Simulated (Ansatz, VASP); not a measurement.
## Cross-check of PtS2 between VASP and Ansatz

Aim: how closely do two programs agree when they are given the same cell, functional and k mesh? The cell is taken from a series of runs on this material, whose earlier steps may have relaxed, scaled, displaced or heated it; both programs get it as it stands.

Method: plane waves, with VASP 6.6.1 beside it; single point at PBE, spin-orbit coupling, in Ansatz 0.2.0.

## Step 1: The structure

The cell holds 3 atoms: 1 Pt and 2 S. Cell: a = 3.541 Å, b = 3.541 Å, c = 28.200 Å, α = 90.0°, β = 90.0°, γ = 120.0°. Vacuum lies along c.

## Step 2: Ansatz: single point, PBE, spin-orbit coupling

Ansatz runs on its PAW fully relativistic soft_1 files.

With cell and atoms fixed, the geometry can't cause a difference; cores, projectors, grids and the points listed under the comparison can.

The input, input.yaml:

```yaml
crystal:
  lattice:
    - [3.5414836412, 0.0, 0.0]
    - [-1.7707418206, 3.0670148003, 0.0]
    - [0.0, 0.0, 28.2]
  atoms:
    - { symbol: Pt, position: [0.0, 0.0, 0.5] }
    - { symbol: S, position: [0.3333333333, 0.6666666667, 0.5440355586] }
    - { symbol: S, position: [0.6666666667, 0.3333333333, 0.4559644414] }
  periodic: [true, true, false]
kpoints:
  mp_grid: { grid: [6, 6, 1] }
  band_path:
    path:
      - [0.0, 0.0, 0.0]
      - [0.5, 0.0, 0.0]
      - [0.3333333333, 0.3333333333, 0.0]
      - [0.15, 0.0, 0.0]
      - [0.25, 0.0, 0.0]
      - [0.2, 0.0, 0.0]
    npoints: 1
hamiltonian:
  xc: pbe
  pseudopotentials: { kind: paw_fr, azcp: { folder: soft_1 } }
scf:
  occupations: { method: fixed }
  n_extra_bands: 10
magnetization:
  noncollinear: true
  spin_orbit: true
output:
  eigenvalues: true
  forces: true
  stress: true
```

Run with:

```sh
$ ansatz run input.yaml --threads 4 --pin off --max-ram 17510MiB --backend cpu --events-out ev --progress --plain --runs-dir out
```

Numbers of over 12 decimals in the logs are rounded to 6 here.

Output:

```text
scf.n_extra_bands = 10 over 30 filled bands (N_el = 30.0): the run solves 40 bands
Engine: ansatz 0.2.0, aarch64-unknown-linux-gnu
Pseudopotentials: kind: paw_fr
Pseudopotential: Pt, paw, valence charge 18, recommended cutoff 420 eV (normal), soft_1/Pt.paw.azcp
Pseudopotential: S, paw, valence charge 6, recommended cutoff 420 eV (normal), soft_1/S.paw.azcp
Functional definition: PBE
  parameter kappa = 0.804
  parameter beta = 0.066725
  exchange = pbe_x(kappa = kappa, mu = beta*pi^2/3)
  correlation = pbe_c(beta = beta)
non-collinear run that drives no moment, with spin-orbit: no starting moment large enough to seed its density (crystal.atoms[].spin), no starting occupations that ask for one, no magnetisation constraint and no magnetic field, so the semilocal B_xc is pinned to zero
Crystal: 3 atoms, lattice volume = 306.302 Å³
Basis set: ecut = 420 eV, 5945 PW (Γ), exchange–correlation on 48×48×384 points (8 copies of the dense FFT grid, shifted against one another)
Bands: 40, of which v1, the nominal top of the filled ones, is band 30 counted from 1 (29 counted from 0)
Symmetry: 12 space group operations + 12 with time reversal
Magnetic group: BNS 164.86 (UNI 1316), of the structure as read, at distance tolerance 6.7e-5 Å
k-points: 7 of 36
Projection manifold: j_resolved (fully-relativistic pseudo-atomic orbitals)
Non-local potential: Pt, projectors of the file, resolved by j, l = 0: 3, l = 1: 4, l = 2: 4, l = 3: 2
Non-local potential: S, projectors of the file, resolved by j, l = 0: 2, l = 1: 4, l = 2: 2
PAW form: soft (Blöchl's): semilocal exchange-correlation on the pseudo side does not see the compensation charge
PAW one-centre angular grid: Pt, 590 points (default); XC on 64 Gauss nodes
PAW one-centre angular grid: S, 110 points (default); XC on 64 Gauss nodes
Initial density: superposition of atomic densities (neutral atoms: chi_scale 0, normalization atom)
Initial wavefunctions: pseudopotential atomic-orbital guess
Functional: x = pbe(κ = 0.804, μ = 0.219515), c = pbe(β = 0.066725)
SCF iter   1: F=—  HF=-14366.114445 eV  |F-HF|=—  |Δ(HF+E_count)|=         —  Δρ=4.46e-2  dr2=7.70e0  dr2_m=0.00e0 (ungated)  ethr=3.10e-3  |M|=0.00e0 ∫|m|=0.00e0 μB  |m|>n=0.0e0 m-floor=0.0e0 τ_xc=0.0e0  β_m=0.30  ⟨swp⟩=7.6  Hψ=798  notcnv=0  defer=42
preconditioner: auto → none  [insulator: Δε(μ)=1.915 eV  Ē_g=10.945 eV  n_scr=16 (ndim 8)  ℏωp=10.0 eV  f_vac=0.775  ε∞_Penn≈1.8]
SCF iter   2: F=—  HF=-14364.973358 eV  |F-HF|=—  |Δ(HF+E_count)|=    1.14e0  Δρ=1.87e-2  dr2=1.73e0  dr2_m=0.00e0 (ungated)  ethr=3.10e-3  |M|=0.00e0 ∫|m|=0.00e0 μB  |m|>n=0.0e0 m-floor=0.0e0 τ_xc=0.0e0  β_m=0.26  ⟨swp⟩=5.7  Hψ=466  notcnv=0  defer=42
SCF iter   3: F=—  HF=-14364.659685 eV  |F-HF|=—  |Δ(HF+E_count)|=   3.14e-1  Δρ=1.26e-2  dr2=1.59e-1  dr2_m=0.00e0 (ungated)  ethr=3.10e-3  |M|=0.00e0 ∫|m|=0.00e0 μB  |m|>n=0.0e0 m-floor=0.0e0 τ_xc=0.0e0  β_m=0.47  ⟨swp⟩=4.1  Hψ=284  notcnv=0  defer=42
SCF iter   4: F=—  HF=-14364.641350 eV  |F-HF|=—  |Δ(HF+E_count)|=   1.83e-2  Δρ=2.57e-3  dr2=9.03e-3  dr2_m=0.00e0 (ungated)  ethr=5.30e-4  |M|=0.00e0 ∫|m|=0.00e0 μB  |m|>n=0.0e0 m-floor=0.0e0 τ_xc=0.0e0  β_m=0.50  ⟨swp⟩=2.9  Hψ=233  notcnv=0  defer=42
SCF iter   5: F=—  HF=-14364.640490 eV  |F-HF|=—  |Δ(HF+E_count)|=   8.60e-4  Δρ=2.23e-4  dr2=1.33e-4  dr2_m=0.00e0 (ungated)  ethr=3.01e-5  |M|=0.00e0 ∫|m|=0.00e0 μB  |m|>n=0.0e0 m-floor=0.0e0 τ_xc=0.0e0  β_m=0.63  ⟨swp⟩=3.6  Hψ=303  notcnv=0  defer=42
SCF iter   6: F=—  HF=-14364.640527 eV  |F-HF|=—  |Δ(HF+E_count)|=   3.70e-5  Δρ=7.83e-5  dr2=4.36e-5  dr2_m=0.00e0 (ungated)  ethr=4.42e-7  |M|=0.00e0 ∫|m|=0.00e0 μB  |m|>n=0.0e0 m-floor=0.0e0 τ_xc=0.0e0  β_m=0.60  ⟨swp⟩=4.0  Hψ=339  notcnv=0  defer=42
SCF iter   7: F=—  HF=-14364.640617 eV  |F-HF|=—  |Δ(HF+E_count)|=   8.98e-5  Δρ=2.43e-5  dr2=4.34e-6  dr2_m=0.00e0 (ungated)  ethr=1.45e-7  |M|=0.00e0 ∫|m|=0.00e0 μB  |m|>n=0.0e0 m-floor=0.0e0 τ_xc=0.0e0  β_m=0.72  ⟨swp⟩=2.9  Hψ=213  notcnv=0  defer=42
SCF iter   8: F=-14364.640617 eV  HF=-14364.640617 eV  |F-HF|=1.05e-8  |Δ(HF+E_count)|=   1.40e-7  Δρ=4.74e-6  dr2=4.64e-8  dr2_m=0.00e0 (ungated)  ethr=3.33e-10  |M|=0.00e0 ∫|m|=0.00e0 μB  |m|>n=0.0e0 m-floor=0.0e0 τ_xc=0.0e0  ⟨swp⟩=34.6  Hψ=1851  notcnv=0
SCF 1 converged in 8 iterations: F = -14364.640617 eV  dr2 = 4.64e-8
  greatest PAW one-centre occupation: 1.000 electrons in one spin orbital (limit 2), on the Pt atom at site 0 (counted from 0), in its partial waves of l = 0
NSCF: frozen V_eff on 6 k-points
SCF converged after 8 iterations
Magnetization: |M| = 0.0000 μB,  M = (+0.0000, +0.0000, +0.0000) μB
Absolute magnetization: 0.0000 μB (∫|m|)
  site 0: m = (+0.0000, +0.0000, +0.0000) μB, |m| = 0.0000 μB  (R = 0.99 Å)
  site 1: m = (+0.0000, +0.0000, +0.0000) μB, |m| = 0.0000 μB  (R = 0.99 Å)
  site 2: m = (+0.0000, +0.0000, +0.0000) μB, |m| = 0.0000 μB  (R = 0.99 Å)
Free energy (F): -14364.640617 eV
Harris-Foulkes:  -14364.640617 eV  (|F-HF|=1.05e-8)
Internal energy: -14364.640617 eV  (E = F + TS)
E sigma→0 (E₀):  -14364.640617 eV
Fermi energy:    -6.288492 eV
--- Per-component energies (eV) ---
  E_band       = -814.758231
  E_kinetic    = 790.482218
  E_local      = -47226.273817  (includes V_loc(G=0)·N_el)
  E_nonlocal   = 280.748098
  E_hartree    = 23054.631987
  E_xc         = -404.052647
  E_vxc        = -429.096424  (∫ρ·V_xc dr)
  E_paw        = -10733.005401  (= ΣΔE_a)
  E_vpaw       = -339.884944  (= ΣTr[D̂ρ^β])
  E_aug_tail   = 0.000880  (compensation charges beyond the density's cutoff)
  E_ewald      = 19872.828065
  E_smearing   = -0.000000  (= −TS)
  E_closure    = -0.000000  (closes the sum)
  Σ components = -14364.640617   (vs F -14364.640617, Δ=0.00e0)
--- Forces (eV/Å), atoms counted from 1 ---
  atom   1  Pt    -0.00000000     0.00000000     0.00000000
  atom   2  S     -0.00000000    -0.00000000     0.08879710
  atom   3  S      0.00000000     0.00000000    -0.08879710
  max |Σ_I F_I| component: 1.73e-18 eV/Å
--- 2D stress c σ (N/m, compression-positive) ---
        1.307137      -0.000000       0.000000
        0.000000       1.307137       0.000000
        0.000000       0.000000       0.000000
  P = ½ c Tr σ = 1.3071 N/m
--- Band table (eV; the first three rows and the last of 7) ---
  k-point 0: bands = [... 26 lower, -6.7191, -6.7191, -6.5061, -6.5061, -3.2299, -3.2299, -2.9748, -2.9748, ... 6 higher]
  k-point 1: bands = [... 26 lower, -6.5729, -6.5729, -6.2885, -6.2885, -4.2698, -4.2698, -3.4267, -3.4267, ... 6 higher]
  k-point 2: bands = [... 26 lower, -7.1582, -7.1582, -6.6969, -6.6969, -4.1309, -4.1309, -3.4677, -3.4677, ... 6 higher]
  k-point 6: bands = [... 26 lower, -7.1366, -7.1366, -6.9387, -6.9387, -4.1938, -4.1938, -4.1022, -4.1022, ... 6 higher]
  ° read free of the cell's end (the report's vacuum.weakly_bound_levels)
```

Reading the cycles: dr2 is the Hartree energy of the density residual (eV), the measure of convergence; HF is the Harris–Foulkes estimate of the energy, which meets the free energy F at convergence.

## Step 3: VASP: single point, PBE, spin-orbit coupling

The same cell, functional and mesh now go to VASP, with its own data sets.

Lines of VASP's logs that name or quote its potential files are left out, and so is its time.

The input, INCAR:

```
SYSTEM = PtS2
PREC = Accurate
ENCUT = 400
EDIFF = 1E-06
NELM = 200
ISMEAR = 0
SIGMA = 0.01
LREAL = .FALSE.
ALGO = Normal
GGA = PE
LNONCOLLINEAR = .TRUE.
MAGMOM = 0 0 0 0 0 0 0 0 0
NBANDS = 34
GGA_COMPAT = .FALSE.
LASPH = .TRUE.
LSORBIT = .TRUE.
LMAXMIX = 4
LORBIT = 11
LWAVE = .FALSE.
LCHARG = .FALSE.
ISIF = 2
LDIPOL = .TRUE.
IDIPOL = 3
DIPOL = 0.5 0.5 0.5
LVHAR = .TRUE.
EFERMI = MIDGAP
NELMDL = -8
```

The input, POSCAR:

```
PtS2
1.0
    3.5414836412      0.0000000000      0.0000000000
   -1.7707418206      3.0670148003      0.0000000000
    0.0000000000      0.0000000000     28.2000000000
Pt S
1 2
Direct
    0.0000000000      0.0000000000      0.5000000000
    0.3333333333      0.6666666667      0.5440355586
    0.6666666667      0.3333333333      0.4559644414
```

The input, KPOINTS:

```
Automatic mesh
0
Gamma
6 6 1
0 0 0
```

Potentials, in the order of the species: Pt and S (PBE family, release 64).

Run with:

```sh
$ mpirun -np 1 vasp_ncl
```

Output:

```text
[banner, memory and clock lines left out]
running    1 mpi-ranks, on    1 nodes
 distrk:  each k-point on    1 cores,    1 groups
 distr:  one band on    1 cores,    1 groups

 POSCAR found type information on POSCAR PtS
 POSCAR found :  2 types and       3 ions
 LDA part: xc-table for (Slater+PW92), standard interpolation
 POSCAR, INCAR and KPOINTS ok, starting setup
 FFT: planning ... GRIDC
 FFT: planning ... GRID_SOFT
 FFT: planning ... GRID
 WAVECAR not read
 entering main loop
       N       E                     dE             d eps       ncg     rms          rms(c)
DAV:   1     0.168648391079E+03    0.16865E+03   -0.60794E+03   492   0.755E+02
DAV:   2     0.621829011403E+01   -0.16243E+03   -0.14874E+03   734   0.167E+02
DAV:   3    -0.167290354012E+02   -0.22947E+02   -0.22703E+02   632   0.733E+01
DAV:   4    -0.172535585437E+02   -0.52452E+00   -0.52229E+00   628   0.131E+01
DAV:   5    -0.172645495401E+02   -0.10991E-01   -0.10985E-01   664   0.192E+00
DAV:   6    -0.172648421462E+02   -0.29261E-03   -0.29255E-03   654   0.314E-01
DAV:   7    -0.172648556283E+02   -0.13482E-04   -0.13482E-04   660   0.591E-02
DAV:   8    -0.172648563750E+02   -0.74665E-06   -0.74658E-06   606   0.124E-02    0.194E+01
DAV:   9    -0.160698179586E+02    0.11950E+01   -0.71923E+00   550   0.262E+01    0.127E+01
DAV:  10    -0.158881644556E+02    0.18165E+00   -0.16999E+00   512   0.136E+01    0.585E+00
DAV:  11    -0.158593107246E+02    0.28854E-01   -0.11595E-01   566   0.234E+00    0.203E+00
DAV:  12    -0.158404879026E+02    0.18823E-01   -0.39243E-02   510   0.212E+00    0.463E-01
DAV:  13    -0.158409676849E+02   -0.47978E-03   -0.84640E-03   574   0.586E-01    0.268E-01
DAV:  14    -0.158409695731E+02   -0.18881E-05   -0.20268E-04   548   0.109E-01    0.212E-01
DAV:  15    -0.158410131876E+02   -0.43615E-04   -0.12390E-04   624   0.638E-02    0.575E-02
DAV:  16    -0.158410209653E+02   -0.77776E-05   -0.14667E-05   596   0.303E-02    0.196E-02
DAV:  17    -0.158410263364E+02   -0.53712E-05   -0.29096E-06   582   0.121E-02    0.850E-03
DAV:  18    -0.158410310267E+02   -0.46903E-05   -0.68543E-07   390   0.511E-03    0.224E-03
DAV:  19    -0.158410339617E+02   -0.29349E-05   -0.19060E-07   396   0.272E-03    0.818E-04
DAV:  20    -0.158410353697E+02   -0.14080E-05   -0.32952E-08   406   0.105E-03    0.374E-04
DAV:  21    -0.158410375568E+02   -0.21871E-05   -0.50838E-08   378   0.857E-04    0.305E-04
DAV:  22    -0.158410389620E+02   -0.14053E-05   -0.30935E-08   382   0.632E-04    0.239E-04
DAV:  23    -0.158410406254E+02   -0.16634E-05   -0.47667E-08   380   0.633E-04    0.140E-04
DAV:  24    -0.158410415937E+02   -0.96823E-06   -0.54796E-08   396   0.539E-04
   1 F= -.15841042E+02 E0= -.15841042E+02  d E =0.000000E+00  mag=     0.0000    -0.0000     0.0000
```

Parts of OUTCAR (step 3):

```text
ion  position               nearest neighbor table
   1  0.000  0.000  0.500-   2 2.39   3 2.39   2 2.39   3 2.39   3 2.39   2 2.39
   2  0.333  0.667  0.544-   1 2.39   1 2.39   1 2.39
   3  0.667  0.333  0.456-   1 2.39   1 2.39   1 2.39

  LATTYP: Found a hexagonal cell.
 ALAT       =     3.5414836412
 C/A-ratio  =     7.9627644392

 Subroutine GETGRP returns: Found 12 space group operations
 (whereof 12 operations were pure point group operations)

The static configuration has the point symmetry D_3d.

 Found      7 irreducible k-points:

   k-points           NKPTS =      7   k-points in BZ     NKDIM =      7   number of bands    NBANDS=     34

   dimension x,y,z NGX =    24 NGY =   24 NGZ =  192
   dimension x,y,z NGXF=    48 NGYF=   48 NGZF=  384

   ENCUT  =  400.0 eV  29.40 Ry    5.42 a.u.   5.78  5.78 45.99*2*pi/ulx,y,z

   NELECT =      22.0000    total number of electrons

 k-points in reciprocal lattice and weights: Automatic mesh
   0.00000000  0.00000000  0.00000000       0.028
   0.16666667  0.00000000  0.00000000       0.167
   0.33333333 -0.00000000  0.00000000       0.167
   0.50000000  0.00000000  0.00000000       0.083
   0.16666667  0.16666667  0.00000000       0.167
   0.33333333  0.16666667  0.00000000       0.333
   0.33333333  0.33333333  0.00000000       0.056

 dipolmoment           0.000000      0.000000     -0.000000 electrons x Angstroem

 average (electrostatic) potential at core
       1 -78.4011       2 -95.3293       3 -95.3293

 E-fermi :  -3.0804

 k-point     1 :       0.0000    0.0000    0.0000
  band No.  band energies     occupation
    ...
     18      -4.8746      1.00000
     19      -4.4995      1.00000
     20      -4.4995      1.00000
     21      -4.2949      1.00000
     22      -4.2949      1.00000
     23      -1.0341      0.00000
     24      -1.0341      0.00000
     25      -0.7848      0.00000
     26      -0.7848      0.00000
     27       1.2795      0.00000
    ...

 k-point     2 :       0.1667    0.0000    0.0000
  band No.  band energies     occupation
    ...
     18      -4.5407      1.00000
     19      -4.3637      1.00000
     20      -4.3637      1.00000
     21      -4.0883      1.00000
     22      -4.0883      1.00000
     23      -2.0725      0.00000
     24      -2.0725      0.00000
     25      -1.2329      0.00000
     26      -1.2329      0.00000
     27       1.9645      0.00000
    ...

 k-point     3 :       0.3333   -0.0000    0.0000
  band No.  band energies     occupation
    ...
     18      -5.4641      1.00000
     19      -4.9544      1.00000
     20      -4.9544      1.00000
     21      -4.5002      1.00000
     22      -4.5002      1.00000
     23      -1.9301      0.00000
     24      -1.9301      0.00000
     25      -1.2743      0.00000
     26      -1.2743      0.00000
     27       1.5711      0.00000
    ...

  Total        0.7488420      0.7488420      0.1351368      0.0000000      0.0000000     -0.0000000
  in kB        3.9169729      3.9169729      0.7068610      0.0000000      0.0000000     -0.0000000
  external PRESSURE =       2.8469356 kB  Pullay stress =       0.0000000 kB

  energy-cutoff  :      400.00
  volume of cell :      306.30
      direct lattice vectors                 reciprocal lattice vectors
     3.541483641  0.000000000  0.000000000     0.282367533  0.163024971  0.000000000
    -1.770741821  3.067014800  0.000000000     0.000000000  0.326049943  0.000000000
     0.000000000  0.000000000 28.200000000     0.000000000  0.000000000  0.035460993

 POSITION                                       TOTAL-FORCE (eV/Angst)
 -----------------------------------------------------------------------------------
      0.00000      0.00000     14.10000         0.000000      0.000000      0.000000
     -0.00000      2.04468     15.34180        -0.000000      0.000000      0.064599
      1.77074      1.02234     12.85820         0.000000      0.000000     -0.064599
 -----------------------------------------------------------------------------------
    total drift:                               -0.000000      0.000000      0.000000

  FREE ENERGIE OF THE ION-ELECTRON SYSTEM (eV)
  ---------------------------------------------------
  free  energy   TOTEN  =       -15.8410415937 eV

  energy  without entropy=      -15.8410415937  energy(sigma->0) =      -15.84104159

 vacuum level on the upper side and lower side of the slab         2.189         2.189

 Spin-Orbit-Coupling matrix elements
 Ion:    1  E_soc:     -0.7740571
 Ion:    2  E_soc:      0.0008368
 Ion:    3  E_soc:      0.0008368

 total charge
# of ion       s       p       d       tot
------------------------------------------
    1        0.695   0.794   7.946   9.435
    2        1.359   2.282   0.000   3.640
    3        1.359   2.282   0.000   3.640
--------------------------------------------------
tot          3.412   5.357   7.946  16.715

 magnetization (x)
# of ion       s       p       d       tot
------------------------------------------
    1        0.000   0.000   0.000   0.000
    2        0.000  -0.000   0.000  -0.000
    3        0.000  -0.000   0.000  -0.000
--------------------------------------------------
tot          0.000  -0.000   0.000  -0.000

 magnetization (y)
# of ion       s       p       d       tot
------------------------------------------
    1        0.000   0.000   0.000   0.000
    2       -0.000   0.000   0.000  -0.000
    3        0.000   0.000   0.000   0.000
--------------------------------------------------
tot         -0.000   0.000   0.000  -0.000

 magnetization (z)
# of ion       s       p       d       tot
------------------------------------------
    1        0.000   0.000  -0.000   0.000
    2        0.000   0.000   0.000   0.000
    3        0.000   0.000   0.000   0.000
--------------------------------------------------
tot          0.000   0.000  -0.000   0.000

[... 3 further parts left out ...]
```

## Step 4: Differences

Known differences besides the potentials themselves: spin-orbit coupling enters by fully relativistic files in Ansatz and inside the spheres in VASP; fixed occupations in Ansatz, narrow Gaussian smearing in VASP; Ansatz cuts the interaction across the vacuum, VASP repeats the sheet with a dipole correction; the data sets hold 30 valence electrons in Ansatz (on its PAW fully relativistic soft_1 files) and 22 in VASP; the cutoff is 420 eV in Ansatz and 400 eV in VASP. Total energies have different zeros and are not compared.

Both answers:

| quantity | Ansatz | VASP | difference |
| --- | --- | --- | --- |
| gap on the k mesh (eV) | 2.019 | 2.016 | +0.003 |

Forces (eV/Å; atoms numbered as in POSCAR):

| atom | Ansatz x, y, z | VASP x, y, z |
| --- | --- | --- |
| Pt1 | 0.000, 0.000, 0.000 | 0.000, 0.000, 0.000 |
| S2 | 0.000, 0.000, 0.089 | 0.000, 0.000, 0.065 |
| S3 | 0.000, 0.000, -0.089 | 0.000, 0.000, -0.065 |

The forces differ by 11 meV/Å r.m.s., which is 37.5 % of the r.m.s. force of 0.030 eV/Å (both taken over all components). A gap on the mesh is an upper bound, since the band edges may lie between its points. With vacuum in the cell, a pressure given here is an average over mostly empty space and none of the material.

## Step 5: Outcome

```
r.m.s. force difference (single point, PBE, spin-orbit coupling) : 11 meV/Å
```

What this shows: The r.m.s. force difference is 11 meV/Å (single point, PBE, spin-orbit coupling), at about the 12 meV/Å picked in this series as the mark of a large difference. The data sets hold unlike numbers of valence electrons (30 in Ansatz and 22 in VASP), so part of the differences comes from the potentials. How closely two codes agree says nothing of how well the functional describes the real material.

[Lines on the potential files, build, host, timing and source positions are cut from VASP's logs without a mark.]

[Logs are printed without paths, hosts, clocks, repeated set-up lines and the standing remarks that a program may print on its own settings, such as how far it seeks lower states.]

[Hosts, paths, dates, database ids (printed as entryN), source tags and the programs' standing remarks are cut or masked in the printed files.]
